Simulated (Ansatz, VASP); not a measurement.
# YZn in two plane-wave programs, part 2 of 2

One calculation is typed for both programs; each brings its own data sets. How far apart do they land? The cell is taken from a series of runs on this material, whose earlier steps may have relaxed, scaled, displaced or heated it; both programs get it as it stands.

VASP 6.6.1 and Ansatz 0.2.0.

So far: The starting structure; VASP: zone-centre phonons, PBEsol.

### Step 3. Ansatz: zone-centre phonons, PBEsol

Level of this step: Ansatz beside VASP: Kohn-Sham DFT, plane waves, PBEsol (Ansatz).

Ansatz runs on its default PAW (the set named soft_2) files.

The same cell, functional, mesh and smearing now go to Ansatz, which takes its cutoff from its data sets.

Input file input.yaml:

```yaml
crystal:
  lattice:
    - [3.5234649565, 0.0, 0.0]
    - [0.0, 3.5234649565, 0.0]
    - [0.0, 0.0, 3.5234649565]
  atoms:
    - { symbol: "Y", position: [0.0, 0.0, 0.0] }
    - { symbol: Zn, position: [0.5, 0.5, 0.5] }
kpoints:
  mp_grid: { grid: [16, 16, 16] }
hamiltonian:
  xc: pbesol
scf:
  occupations: { method: fermi_dirac, width: 0.1 }
output:
  eigenvalues: true
phonons:
  method: dfpt
  qpoints:
    - [0, 0, 0]
    - [0.0, 0.0625, 0.0]
    - [0.0, 0.1875, 0.0]
    - [0.0, 0.3125, 0.0]
    - [0.0, 0.4375, 0.0]
```

Command:

```sh
$ ansatz run input.yaml --threads 4 --pin off --max-ram 8192MiB --backend cpu --events-out ev --progress --plain --runs-dir out
```

Numbers of over 12 decimals in the logs are rounded to 6 here.

Output:

```text
Engine: ansatz 0.2.0, aarch64-unknown-linux-gnu
Pseudopotentials: kind: paw
Pseudopotential: Y, paw, valence charge 11, recommended cutoff 420 eV (normal), Y.paw.azcp
Pseudopotential: Zn, paw, valence charge 12, recommended cutoff 420 eV (normal), Zn.paw.azcp
Functional definition: PBEsol
  exchange = pbesol_x
  correlation = pbesol_c
Crystal: 2 atoms, lattice volume = 43.743 Å³
Basis set: ecut = 420 eV, 847 PW (Γ), exchange–correlation on 48×48×48 points (8 copies of the dense FFT grid, shifted against one another)
Bands: 16, of which v1, the nominal top of the filled ones, is band 12 counted from 1 (11 counted from 0)
Symmetry: 48 space group operations
k-points: 165 of 4096
Non-local potential: Y, projectors of the file, l = 0: 3, l = 1: 2, l = 2: 2, l = 3: 1
Non-local potential: Zn, projectors of the file, l = 0: 2, l = 1: 2, l = 2: 3, l = 3: 1
PAW form: soft (Blöchl's): semilocal exchange-correlation on the pseudo side does not see the compensation charge
PAW frozen core: Y, regenerated for the run's functional, and the local potential with it (the file was generated under x = pbe(κ = 0.804, μ = 0.219515), c = pbe(β = 0.066725))
PAW frozen core: Zn, regenerated for the run's functional, and the local potential with it (the file was generated under x = pbe(κ = 0.804, μ = 0.219515), c = pbe(β = 0.066725))
PAW one-centre angular grid: Y, 590 points (default); XC on 64 Gauss nodes
PAW one-centre angular grid: Zn, 590 points (default); XC on 64 Gauss nodes
Initial density: superposition of atomic densities (neutral atoms: chi_scale 0, normalization atom), corrected by the library's trained network
Initial wavefunctions: pseudopotential atomic-orbital guess
Functional: x = pbesol(κ = 0.804, μ = 0.123457), c = pbesol(β = 0.046)
SCF iter   1: F=—  HF=-7076.734819 eV  |F-HF|=—  |Δ(HF+E_count)|=         —  Δρ=3.70e-3  dr2=4.67e-3  ethr=1.77e-3  ⟨swp⟩=5.3  Hψ=12552  notcnv=0
preconditioner: auto → none  [metal: Δε(μ)=0.006 eV  Ē_g=13.075 eV  σ=0.100 eV  W_gap=0.02  n_scr=6 (ndim 8)  ℏωp=25.7 eV  f_vac=0.000  D(μ)=2.17/eV (n_scr^D=18)  sad-step TF]
SCF iter   2: F=—  HF=-7076.732992 eV  |F-HF|=—  |Δ(HF+E_count)|=   1.83e-3  Δρ=1.32e-3  dr2=5.67e-4  ethr=2.03e-5  ⟨swp⟩=2.0  Hψ=4824  notcnv=0
SCF iter   3: F=—  HF=-7076.732740 eV  |F-HF|=—  |Δ(HF+E_count)|=   2.52e-4  Δρ=6.30e-4  dr2=1.06e-4  ethr=2.46e-6  ⟨swp⟩=2.0  Hψ=3841  notcnv=0
SCF iter   4: F=—  HF=-7076.732730 eV  |F-HF|=—  |Δ(HF+E_count)|=   9.25e-6  Δρ=2.36e-4  dr2=2.17e-5  ethr=4.59e-7  ⟨swp⟩=2.4  Hψ=4407  notcnv=0
SCF iter   5: F=—  HF=-7076.732729 eV  |F-HF|=—  |Δ(HF+E_count)|=   1.64e-6  Δρ=7.82e-5  dr2=1.27e-6  ethr=9.44e-8  ⟨swp⟩=2.2  Hψ=3920  notcnv=0
SCF iter   6: F=—  HF=-7076.732731 eV  |F-HF|=—  |Δ(HF+E_count)|=   2.03e-6  Δρ=1.91e-5  dr2=9.24e-8  ethr=5.54e-9  ⟨swp⟩=2.0  Hψ=3483  notcnv=0
SCF iter   7: F=—  HF=-7076.732731 eV  |F-HF|=—  |Δ(HF+E_count)|=   2.40e-8  Δρ=8.00e-6  dr2=1.56e-8  ethr=4.02e-10  ⟨swp⟩=2.9  Hψ=4588  notcnv=0
SCF iter   8: F=—  HF=-7076.732731 eV  |F-HF|=—  |Δ(HF+E_count)|=   5.80e-9  Δρ=8.49e-7  dr2=1.41e-10  ethr=6.78e-11  ⟨swp⟩=2.4  Hψ=4362  notcnv=0
SCF iter   9: F=-7076.732731 eV  HF=-7076.732731 eV  |F-HF|=2.73e-12  |Δ(HF+E_count)|=  3.46e-11  Δρ=1.31e-7  dr2=3.89e-12  ethr=1.00e-12  ⟨swp⟩=4.0  Hψ=12460  notcnv=0
SCF 1 converged in 9 iterations: F = -7076.732731 eV  dr2 = 3.89e-12
  greatest PAW one-centre occupation: 0.993 electrons in one spin orbital (limit 2), on the Y atom at site 0 (counted from 0), in its partial waves of l = 0
NSCF: frozen V_eff on 165 k-points
NSCF: frozen V_eff on 405 k-points
DFPT response loops at q = (0, 0, 0) (fractional): preconditioner auto → Kerker (q_TF=auto, 2.451 Å⁻¹) (partly filled bands, converged f_vac=0.000); β = 1.00, the filter's whole step (`scf.mixing.beta` (0.50) is not read by the response loops under this deck's `scf.mixing.preconditioner`; to damp them name `kerker` or `kerker_dos`, under which they read `scf.mixing.beta`, and type it under 1.00, their step now; both keys bind the ground state too); Broyden in place of MSR1
NSCF: frozen V_eff on 2592 k-points
DFPT response loops at q = (0, 0.0625, 0) (fractional): mixed as the last ones told, above
NSCF: frozen V_eff on 2592 k-points
DFPT response loops at q = (0, 0.1875, 0) (fractional): mixed as the last ones told, above
NSCF: frozen V_eff on 2592 k-points
DFPT response loops at q = (0, 0.3125, 0) (fractional): mixed as the last ones told, above
NSCF: frozen V_eff on 2592 k-points
DFPT response loops at q = (0, 0.4375, 0) (fractional): mixed as the last ones told, above
SCF converged after 9 iterations
Free energy (F): -7076.732731 eV
Harris-Foulkes:  -7076.732731 eV  (|F-HF|=2.73e-12)
Internal energy: -7076.665141 eV  (E = F + TS)
E sigma→0 (E₀):  -7076.698936 eV
Entropy (-TS):   -0.067590 eV (-33.795 meV/atom)
Fermi energy:    10.756851 eV
--- Per-component energies (eV) ---
  E_band       = -54.212752
  E_kinetic    = 437.431629
  E_local      = -2219.957843  (includes V_loc(G=0)·N_el)
  E_nonlocal   = 661.075631
  E_hartree    = 880.941894
  E_xc         = -308.970493
  E_vxc        = -252.627097  (∫ρ·V_xc dr)
  E_paw        = -4559.128841  (= ΣΔE_a)
  E_vpaw       = -442.018594  (= ΣTr[D̂ρ^β])
  E_aug_tail   = -0.000358  (compensation charges beyond the density's cutoff)
  E_ewald      = -1969.002888
  E_core_change = 0.946128  (= ΣΔE_core)
  E_smearing   = -0.067590  (= −TS)
  E_closure    = 0.000000  (closes the sum)
  Σ components = -7076.732731   (vs F -7076.732731, Δ=0.00e0)
--- Band table (eV; the first three rows and the last of 165) ---
  k-point 0: bands = [... 8 lower, 3.8697, 3.8697, 10.7013, 10.7013, 15.2174, 15.2174, 15.2174, 15.5984]
  k-point 1: bands = [... 8 lower, 3.8684, 3.8705, 10.6952, 10.7157, 14.7125, 14.7125, 15.2218, 15.3887]
  k-point 2: bands = [... 8 lower, 3.8649, 3.8730, 10.6377, 10.7578, 14.1069, 14.1069, 14.9651, 15.2346]
  k-point 164: bands = [... 8 lower, 4.0237, 8.7785, 8.7785, 8.7785, 10.3528, 16.1810, 16.1810, 16.1810]
--- Phonons (Γ-DFPT): 2 representative perturbations + reference (Σ response iterations 7) ---
  ASR residual: 3.309e-4 → 0.000e0 eV/Å²; symmetrization residual: 5.290e-7 eV/Å²
  ASR residual per site (eV/Å²): 3.31e-4 6.33e-5
  Γ frequencies (cm⁻¹): 0.00 0.00 0.00 147.67 147.67 147.67
  non-analytic LO–TO correction: not included (Born effective charges unavailable; polar crystals: no LO–TO splitting at Γ)
--- Phonons (arbitrary-q DFPT): 5 explicit q-points ---
  q = [0, 0, 0] (of the zone-centre solve; hermiticity 3.50e-7, symmetrization 1.58e-12): -0.00 -0.00 -0.00 147.67 147.67 147.67
  q = [0, 0.0625, 0] (4 solved perturbations in 4032 linear systems a pass and spin channel, the states on 1296 of 4096 k-point pairs; hermiticity 4.26e-7, symmetrization 2.00e-11): 16.60 16.60 23.75 147.02 147.02 147.74
  q = [0, 0.1875, 0] (4 solved perturbations in 4032 linear systems a pass and spin channel, the states on 1296 of 4096 k-point pairs; hermiticity 2.36e-6, symmetrization 2.23e-11): 48.45 48.45 66.37 142.69 142.69 147.15
  q = [0, 0.3125, 0] (4 solved perturbations in 4032 linear systems a pass and spin channel, the states on 1296 of 4096 k-point pairs; hermiticity 1.77e-6, symmetrization 2.83e-11): 77.95 77.95 95.43 135.39 135.39 146.31
  q = [0, 0.4375, 0] (4 solved perturbations in 4032 linear systems a pass and spin channel, the states on 1296 of 4096 k-point pairs; hermiticity 1.31e-6, symmetrization 2.69e-12): 101.73 101.73 106.39 124.56 124.56 146.49
  sum rule: each row above includes the acoustic sum rule's correction from the zone centre's row sums; it moved no ω² by more than (1.01 cm⁻¹)²
```

In the SCF lines HF is the Harris–Foulkes energy and dr2 the Hartree energy of the density residual, in eV; the loop may stop once dr2 is under the threshold and the program's other checks hold. Hψ counts applications of the Hamiltonian.

### Step 4. Differences

Known differences besides the potentials themselves: the cutoff is 420 eV in Ansatz and 500 eV in VASP; Ansatz makes its cores anew for this functional, VASP keeps those of its PBE data sets. Total energies have different zeros and are not compared.

The two programs side by side:

```csv
quantity,Ansatz,VASP,difference
optical mode 1 to 3 (cm⁻¹),147.7,149.1,-0.97 %
```

Modes are paired by rising frequency, not by their patterns, so a pair may set unlike modes beside each other; they are those without the splitting of longitudinal modes.

### Step 5. What came out

```yaml
r_m_s_difference_of_the_optical_zone_centre_modes_each_program_s_sorted_by_frequency_zone_centre_phonons_pbesol: 1.5 cm⁻¹
difference_in_optical_mode_1_to_3_zone_centre_phonons_pbesol: -1.0 %
```

What this shows: The r.m.s. difference of the optical zone-centre modes, each program's sorted by frequency is 1.5 cm⁻¹ (zone-centre phonons, PBEsol). Among the rows given in per cent, the largest difference of the zone-centre phonons, PBEsol pair is in optical mode 1 to 3, -1.0 %. How closely two codes agree says nothing of how well the functional describes the real material.

[Lines on the potential files, build, host, timing and source positions are cut from VASP's logs without a mark.]

[Logs are printed without paths, hosts, clocks, repeated set-up lines and the standing remarks that a program may print on its own settings, such as how far it seeks lower states.]

[Hosts, paths, dates, database ids (printed as entryN), source tags and the programs' standing remarks are cut or masked in the printed files.]
